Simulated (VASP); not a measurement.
# TiTe2: structure and properties in VASP, part 4 of 6

What structure does TiTe2 take at this level, and what are its properties? The start is a cell from a database of measured crystal structures.

VASP 6.6.1; MS2, no spin polarisation; plane waves and PAW (Te, Ti_sv).

Still holding for the runs below: This run has no spin polarisation, although Ti can carry a moment.

So far. Step 4 (Single point with fields (MS2)): In this run the pressure is 0.00 GPa, small enough to go on. Step 5 (Bands along the symmetry lines (MS2)): There is no gap at this level.

## (6) Density of states (MS2)

A density of states needs more k-points than a total energy; ISMEAR = -5 takes tetrahedra, and LORBIT projects the states on the PAW spheres. The mesh is finer than in the run before.

INCAR

```
SYSTEM = TiTe2
PREC = Accurate
ENCUT = 400
EDIFF = 1E-06
NELM = 100
ISMEAR = -5
SIGMA = 0.05
LREAL = .FALSE.
ALGO = Normal
METAGGA = MS2
LASPH = .TRUE.
LORBIT = 11
LWAVE = .FALSE.
LCHARG = .FALSE.
NEDOS = 2001
```

POSCAR

```
TiTe2
1.0
    3.7546070291      0.0000000000      0.0000000000
   -1.8773035146      3.2515850685      0.0000000000
    0.0000000000      0.0000000000      6.4464349873
Te Ti
2 1
Direct
    0.3333333333      0.6666666667      0.7366472200
    0.6666666667      0.3333333333      0.2633527800
    0.0000000000      0.0000000000      0.0000000000
```

KPOINTS

```
Automatic mesh
0
Gamma
10 10 5
0 0 0
```

PAW data sets: Te and Ti_sv (PBE family, release 64).

The run is started by

```bash
$ mpirun -np 1 vasp_std
```

Log:

```text
[... set-up lines as in an earlier step ...]
 entering main loop
       N       E                     dE             d eps       ncg     rms          rms(c)
DAV:   1     0.130896403369E+03    0.13090E+03   -0.89552E+03  1888   0.109E+03
DAV:   2    -0.164035443085E+02   -0.14730E+03   -0.14629E+03  2024   0.294E+02
DAV:   3    -0.291421277015E+02   -0.12739E+02   -0.12658E+02  3112   0.793E+01
DAV:   4    -0.294165545125E+02   -0.27443E+00   -0.27455E+00  2208   0.123E+01
DAV:   5    -0.294281735680E+02   -0.11619E-01   -0.11607E-01  3104   0.225E+00    0.161E+01
DAV:   6    -0.140355231051E+02    0.15393E+02   -0.56003E+01  2568   0.575E+01    0.112E+01
DAV:   7    -0.132408917321E+02    0.79463E+00   -0.38712E+01  2336   0.307E+01    0.687E+00
DAV:   8    -0.127507698073E+02    0.49012E+00   -0.72986E+00  2488   0.167E+01    0.455E+00
DAV:   9    -0.126025896655E+02    0.14818E+00   -0.22913E+00  2232   0.170E+01    0.871E-01
DAV:  10    -0.125539922357E+02    0.48597E-01   -0.34530E-01  2000   0.677E+00    0.940E-01
DAV:  11    -0.125545942594E+02   -0.60202E-03   -0.42257E-02  2168   0.228E+00    0.514E-01
DAV:  12    -0.125581049517E+02   -0.35107E-02   -0.31193E-03  2752   0.486E-01    0.494E-01
DAV:  13    -0.125644557075E+02   -0.63508E-02   -0.15064E-02  3016   0.830E-01    0.265E-01
DAV:  14    -0.125644659742E+02   -0.10267E-04   -0.39578E-03  2616   0.567E-01    0.170E-01
DAV:  15    -0.125645962722E+02   -0.13030E-03   -0.15792E-03  2440   0.405E-01    0.195E-01
DAV:  16    -0.125654494924E+02   -0.85322E-03   -0.55795E-04  3064   0.163E-01    0.131E-01
DAV:  17    -0.125656353723E+02   -0.18588E-03   -0.21404E-05  1944   0.449E-02    0.118E-01
DAV:  18    -0.125661895189E+02   -0.55415E-03   -0.73512E-04  2936   0.199E-01    0.921E-02
DAV:  19    -0.125664726882E+02   -0.28317E-03   -0.75667E-05  2440   0.686E-02    0.474E-02
DAV:  20    -0.125665604183E+02   -0.87730E-04   -0.44452E-05  2968   0.404E-02    0.428E-02
DAV:  21    -0.125667483310E+02   -0.18791E-03   -0.24034E-04  3056   0.106E-01    0.248E-02
DAV:  22    -0.125668048904E+02   -0.56559E-04   -0.20310E-05  2320   0.360E-02    0.232E-03
DAV:  23    -0.125668251525E+02   -0.20262E-04   -0.11139E-05  2904   0.203E-02    0.190E-03
DAV:  24    -0.125668193268E+02    0.58257E-05   -0.49571E-06  2208   0.191E-02    0.197E-03
DAV:  25    -0.125668187684E+02    0.55837E-06   -0.74104E-07   992   0.101E-02
   1 F= -.12566819E+02 E0= -.12566819E+02  d E =0.000000E+00
 -----------------------------------------------------------------------------
|                                                                             |
|           W    W    AA    RRRRR   N    N  II  N    N   GGGG   !!!           |
|           W    W   A  A   R    R  NN   N  II  NN   N  G    G  !!!           |
|           W    W  A    A  R    R  N N  N  II  N N  N  G       !!!           |
|           W WW W  AAAAAA  RRRRR   N  N N  II  N  N N  G  GGG   !            |
|           WW  WW  A    A  R   R   N   NN  II  N   NN  G    G                |
|           W    W  A    A  R    R  N    N  II  N    N   GGGG   !!!           |
|                                                                             |
|     Tetrahedron method does not include variations of the Fermi             |
|     occupations, so forces and stress will be inaccurate. We suggest        |
|     using a different smearing scheme ISMEAR = 1 or 2 for metals in         |
|     relaxations.                                                            |
|                                                                             |
 -----------------------------------------------------------------------------
```

The job ended after 3.4 min (1 MPI rank of Intel Xeon Platinum 8488C (Sapphire Rapids), shared host; peak memory 0.2 GiB).

OUTCAR, selected parts (step 6):

```text
   k-points           NKPTS =     58   k-points in BZ     NKDIM =     58   number of bands    NBANDS=     16

   NELECT =      24.0000    total number of electrons

 E-fermi :   7.1429

 k-point     1 :       0.0000    0.0000    0.0000
  band No.  band energies     occupation
    ...
      6      -3.9598      2.00000
      7       1.5401      2.00000
      8       5.2138      2.00000
      9       5.2138      2.00000
     10       7.5222      1.36664
     11       7.5222     -0.14482
     12       7.5557     -0.08061
     13       7.6093      0.00000
     14       8.1153      0.00000
     15       8.1153      0.00000
    ...

  Total        0.0080199      0.0080199      0.2015517     -0.0000000      0.0000000     -0.0000000
  in kB        0.1632680      0.1632680      4.1031546     -0.0000000      0.0000000     -0.0000000
  external PRESSURE =       1.4765635 kB  Pullay stress =       0.0000000 kB

 POSITION                                       TOTAL-FORCE (eV/Angst)
 -----------------------------------------------------------------------------------
     -0.00000      2.16772      4.74875         0.000000     -0.000000     -0.031209
      1.87730      1.08386      1.69769        -0.000000      0.000000      0.031209
      0.00000      0.00000      0.00000        -0.000000      0.000000      0.000000
 -----------------------------------------------------------------------------------
    total drift:                               -0.000000      0.000000     -0.000000

  FREE ENERGIE OF THE ION-ELECTRON SYSTEM (eV)
  ---------------------------------------------------
  free  energy   TOTEN  =       -12.5668187684 eV

  energy  without entropy=      -12.5668187684  energy(sigma->0) =      -12.56681877

[... 6 parts as in an earlier step ...]

[... 10 further parts left out ...]
```

With tetrahedra the forces and stress of a metal are not exact derivatives of the energy.

This step gave:

```yaml
scf_cycles: 25
irreducible_k_points: 58
fermi_energy: 7.143 eV
pressure: 0.1477 GPa
dos_at_the_fermi_level: 1.174 states/eV/cell
```

The density of states has structure finer than the step of the table below, so its rows give means over 0.5 eV, whole bins alone (the curve runs from -12.0 to 1.89 eV). Peaks (eV: height): total -10.58: 6.16, -1.93: 5.74, 1.26: 14.5, 1.54: 9.02; Ti d -1.93: 1.55, 0.56: 2.41, 1.26: 10.9, 1.54: 6.68; Te p -4.59: 1.26, -2.81: 1.25, -2.07: 1.84, -1.93: 1.87; Te s -10.86: 3.24, -10.58: 4.25.

States under -12.0 eV and over 1.9 eV are left out. The density of states by energy, zero at the Fermi level; means over each step; values in states/eV/cell:

```
energy (eV)  total     Ti d    Te p     Te s
      -11.5   1.32  0.00596  0.0108    0.820
      -11.0   3.03   0.0359  0.0182     2.00
      -10.5   2.60   0.0484  0.0135     1.79
      -10.0      0        0       0        0
       -9.5      0        0       0        0
       -9.0      0        0       0        0
       -8.5      0        0       0        0
       -8.0      0        0       0        0
       -7.5      0        0       0        0
       -7.0      0        0       0        0
       -6.5      0        0       0        0
       -6.0      0        0       0        0
       -5.5  0.124  0.00483  0.0376  0.00148
       -5.0   1.42   0.0636   0.442   0.0196
       -4.5   3.08    0.155   0.991   0.0543
       -4.0   1.95    0.131   0.642   0.0536
       -3.5   1.31    0.106   0.432   0.0345
       -3.0   2.77    0.309   0.938   0.0438
       -2.5   3.24    0.630    1.08   0.0338
       -2.0   4.46     1.04    1.50   0.0501
       -1.5   2.79    0.459    1.04   0.0417
       -1.0   1.64    0.273   0.622   0.0194
       -0.5  0.838    0.219   0.279  0.00860
        0.0   1.15    0.598   0.154   0.0103
        0.5   2.69     1.65   0.236   0.0232
        1.0   2.50     1.62   0.279   0.0144
        1.5   5.84     4.17   0.510   0.0264
```

The finer mesh and the other smearing move the Fermi level by +0.05 eV from the 7×7×4 run, a small shift, which tests the Fermi level alone. Of the states within 0.3 eV of the Fermi level, the largest shares in the PAW spheres are Ti d 52 % and Te p 14 %. The rest lies in smaller channels or between the spheres.

## (7) Elastic tensor by finite strains (MS2)

IBRION = 6 with ISIF = 3 strains the cell both ways at fixed fractional positions, and adds the ions' share afterwards from the force constants. Stress converges slowly with the basis, so the cutoff is raised.

INCAR

```
SYSTEM = TiTe2
PREC = Accurate
ENCUT = 500
EDIFF = 1E-07
NELM = 100
ISMEAR = 0
SIGMA = 0.05
LREAL = .FALSE.
ALGO = Normal
METAGGA = MS2
LASPH = .TRUE.
LORBIT = 11
LWAVE = .FALSE.
LCHARG = .FALSE.
IBRION = 6
NFREE = 2
POTIM = 0.015
ISIF = 3
NSW = 1
```

POSCAR is that of step 6.

KPOINTS

```
Automatic mesh
0
Gamma
7 7 4
0 0 0
```

The run is started by

```bash
$ mpirun -np 1 vasp_std
```

Log:

```text
[... set-up lines as in an earlier step ...]
 entering main loop
       N       E                     dE             d eps       ncg     rms          rms(c)
DAV:   1     0.156483391446E+03    0.15648E+03   -0.10166E+04   896   0.128E+03
DAV:   2    -0.136933778318E+02   -0.17018E+03   -0.16852E+03   960   0.329E+02
DAV:   3    -0.290793835226E+02   -0.15386E+02   -0.14742E+02  1544   0.881E+01
DAV:   4    -0.294411110786E+02   -0.36173E+00   -0.36102E+00  1072   0.142E+01
[...]
DAV:  44    -0.125785374000E+02    0.22358E-06   -0.24394E-08   464   0.168E-03    0.677E-04
DAV:  45    -0.125785364290E+02    0.97108E-06   -0.45729E-08   472   0.179E-03    0.511E-04
DAV:  46    -0.125785363434E+02    0.85554E-07   -0.15996E-08   456   0.150E-03
   1 F= -.12578536E+02 E0= -.12577768E+02  d E =-.153617E-02
 Found     4 degrees of freedom:
 Adding 6 more for cell shape distortion
 Finite differences POTIM= 0.01500 DOF=  10
 -----------------------------------------------------------------------------
|                                                                             |
|     EEEEEEE  RRRRRR   RRRRRR   OOOOOOO  RRRRRR      ###     ###     ###     |
|     E        R     R  R     R  O     O  R     R     ###     ###     ###     |
|     E        R     R  R     R  O     O  R     R     ###     ###     ###     |
|     EEEEE    RRRRRR   RRRRRR   O     O  RRRRRR       #       #       #      |
|     E        R   R    R   R    O     O  R   R                               |
|     E        R    R   R    R   O     O  R    R      ###     ###     ###     |
|     EEEEEEE  R     R  R     R  OOOOOOO  R     R     ###     ###     ###     |
|                                                                             |
|     RE_READ_KPOINTS: the new IBZ does not contain all k-points of the       |
|     original IBZ.                                                           |
|                                                                             |
|     ... try setting KBLOWUP=.FALSE.                                         |
|     ... as a last resort: switch off symmetry                               |
|                                                                             |
|       ---->  I REFUSE TO CONTINUE WITH THIS SICK JOB ... BYE!!! <----       |
|                                                                             |
 -----------------------------------------------------------------------------

1
```

It took 5.2 min on 1 MPI rank.

The run ended with an error.

VASP's message: “RE_READ_KPOINTS: the new IBZ does not contain all k-points of the original IBZ.”. No number of this run is used.

## (8) Volume scan with MS2

An equation of state needs energies on both sides of the minimum, all on one mesh and cutoff.

INCAR

```
SYSTEM = TiTe2
PREC = Accurate
ENCUT = 400
EDIFF = 1E-06
NELM = 100
ISMEAR = 0
SIGMA = 0.05
LREAL = .FALSE.
ALGO = Normal
METAGGA = MS2
LASPH = .TRUE.
LORBIT = 11
LWAVE = .FALSE.
LCHARG = .FALSE.
ISIF = 2
```

POSCAR

```
TiTe2
1.0
    3.6779608894      0.0000000000      0.0000000000
   -1.8389804447      3.1852075644      0.0000000000
    0.0000000000      0.0000000000      6.3148381643
Te Ti
2 1
Direct
    0.3333333333      0.6666666667      0.7366472200
    0.6666666667      0.3333333333      0.2633527800
    0.0000000000      0.0000000000      0.0000000000
```

KPOINTS is that of step 7.

The run is started by

```bash
$ mpirun -np 1 vasp_std
```

Log:

```text
[... set-up lines as in an earlier step ...]
 entering main loop
       N       E                     dE             d eps       ncg     rms          rms(c)
DAV:   1     0.135905852704E+03    0.13591E+03   -0.89146E+03   896   0.110E+03
DAV:   2    -0.166999825370E+02   -0.15261E+03   -0.15105E+03  1024   0.300E+02
DAV:   3    -0.291902020631E+02   -0.12490E+02   -0.12242E+02  1488   0.796E+01
DAV:   4    -0.294338008179E+02   -0.24360E+00   -0.24344E+00  1112   0.119E+01
DAV:   5    -0.294438339449E+02   -0.10033E-01   -0.10032E-01  1456   0.213E+00    0.171E+01
DAV:   6    -0.137930620313E+02    0.15651E+02   -0.51043E+01  1240   0.585E+01    0.101E+01
DAV:   7    -0.129740863293E+02    0.81898E+00   -0.28837E+01  1160   0.303E+01    0.615E+00
DAV:   8    -0.126267384311E+02    0.34735E+00   -0.51536E+00  1192   0.136E+01    0.421E+00
DAV:   9    -0.125240492232E+02    0.10269E+00   -0.16208E+00  1104   0.142E+01    0.626E-01
DAV:  10    -0.124897846072E+02    0.34265E-01   -0.30540E-01  1072   0.596E+00    0.955E-01
DAV:  11    -0.124887678919E+02    0.10167E-02   -0.42889E-02  1040   0.244E+00    0.473E-01
DAV:  12    -0.124913228086E+02   -0.25549E-02   -0.50548E-03  1272   0.721E-01    0.477E-01
DAV:  13    -0.124970015425E+02   -0.56787E-02   -0.13595E-02  1488   0.798E-01    0.226E-01
DAV:  14    -0.124968792432E+02    0.12230E-03   -0.45770E-03  1232   0.600E-01    0.146E-01
DAV:  15    -0.124967673737E+02    0.11187E-03   -0.18004E-03  1184   0.418E-01    0.184E-01
DAV:  16    -0.124975092458E+02   -0.74187E-03   -0.37837E-04  1384   0.141E-01    0.122E-01
DAV:  17    -0.124976024845E+02   -0.93239E-04   -0.15819E-05   960   0.417E-02    0.115E-01
DAV:  18    -0.124978696886E+02   -0.26720E-03   -0.19255E-04  1472   0.101E-01    0.107E-01
DAV:  19    -0.124984770973E+02   -0.60741E-03   -0.95648E-04  1456   0.209E-01    0.691E-02
DAV:  20    -0.124984499588E+02    0.27139E-04   -0.44915E-04  1248   0.174E-01    0.376E-02
DAV:  21    -0.124984979369E+02   -0.47978E-04   -0.33643E-04  1248   0.165E-01    0.521E-02
DAV:  22    -0.124985509198E+02   -0.52983E-04   -0.38290E-05   968   0.684E-02    0.346E-02
DAV:  23    -0.124986433594E+02   -0.92440E-04   -0.12206E-04  1408   0.894E-02    0.289E-02
DAV:  24    -0.124986470180E+02   -0.36587E-05   -0.36530E-05  1120   0.591E-02    0.204E-02
DAV:  25    -0.124986676130E+02   -0.20595E-04   -0.33440E-05  1144   0.512E-02    0.214E-02
DAV:  26    -0.124986937751E+02   -0.26162E-04   -0.58279E-06  1224   0.193E-02    0.150E-02
DAV:  27    -0.124987138243E+02   -0.20049E-04   -0.91784E-06  1360   0.204E-02    0.122E-02
DAV:  28    -0.124987325693E+02   -0.18745E-04   -0.43259E-06  1128   0.145E-02    0.733E-03
DAV:  29    -0.124987416734E+02   -0.91041E-05   -0.15953E-06   704   0.850E-03    0.398E-03
DAV:  30    -0.124987433948E+02   -0.17214E-05   -0.26546E-07   472   0.477E-03    0.328E-03
DAV:  31    -0.124987438513E+02   -0.45655E-06   -0.10048E-07   456   0.239E-03
   1 F= -.12498744E+02 E0= -.12498210E+02  d E =-.106752E-02
```

Elapsed: 2.4 min, on 1 MPI rank; peak memory 0.18 GiB.

Parts of OUTCAR (step 8):

```text
   ENCUT  =  400.0 eV  29.40 Ry    5.42 a.u.   6.00  6.00 10.30*2*pi/ulx,y,z

   NELECT =      24.0000    total number of electrons

 E-fermi :   7.8185

 k-point     1 :       0.0000    0.0000    0.0000
  band No.  band energies     occupation
    ...
      5      -5.2031      2.00000
      6      -3.3603      2.00000
      7       1.9561      2.00000
      8       5.9070      2.00000
      9       5.9071      2.00000
     10       8.2867      0.00000
     11       8.3111      0.00000
     12       8.3112      0.00000
     13       8.5298      0.00000
     14       9.0726      0.00000
    ...

  Total        2.0361565      2.0361565      2.3053648      0.0000000      0.0000000      0.0000000
  in kB       44.0975715     44.0975715     49.9278848      0.0000000      0.0000000      0.0000000
  external PRESSURE =      46.0410093 kB  Pullay stress =       0.0000000 kB

 POSITION                                       TOTAL-FORCE (eV/Angst)
 -----------------------------------------------------------------------------------
     -0.00000      2.12347      4.65181         0.000000      0.000000     -0.619505
      1.83898      1.06174      1.66303        -0.000000      0.000000      0.619505
      0.00000      0.00000      0.00000        -0.000000      0.000000      0.000000
 -----------------------------------------------------------------------------------
    total drift:                               -0.000000      0.000000     -0.000000

  FREE ENERGIE OF THE ION-ELECTRON SYSTEM (eV)
  ---------------------------------------------------
  free  energy   TOTEN  =       -12.4987438513 eV

  energy  without entropy=      -12.4976763279  energy(sigma->0) =      -12.49821009

[... 4 parts as in an earlier step ...]

[... 12 further parts left out ...]
```

The scan keeps the cell's shape and the fractional positions fixed.

Numbers from this step:

```
SCF cycles              : 31
irreducible k-points    : 28
free energy (TOTEN)     : -12.50 eV
energy at zero smearing : -12.50 eV
Fermi energy            : 7.819 eV
pressure                : 4.604 GPa
```

Force by atom:

```
atom  x (eV/Å)  y (eV/Å)  z (eV/Å)   size
 Te1     0.000     0.000    -0.620  0.620
 Te2     0.000     0.000     0.620  0.620
 Ti3     0.000     0.000     0.000  0.000
```

The pressure here is 4.60 GPa.

[end of part 4 of 6]

[Lines on the potential files, build, host, timing and source positions are cut from VASP's logs without a mark.]

[Logs are printed without paths, hosts, clocks, repeated set-up lines and the standing remarks that a program may print on its own settings, such as how far it seeks lower states.]

[Hosts, paths, dates, database ids (printed as entryN), source tags and the programs' standing remarks are cut or masked in the printed files.]

[A measured line is paired with the nearest computed mode of its activity, which favours agreement.]
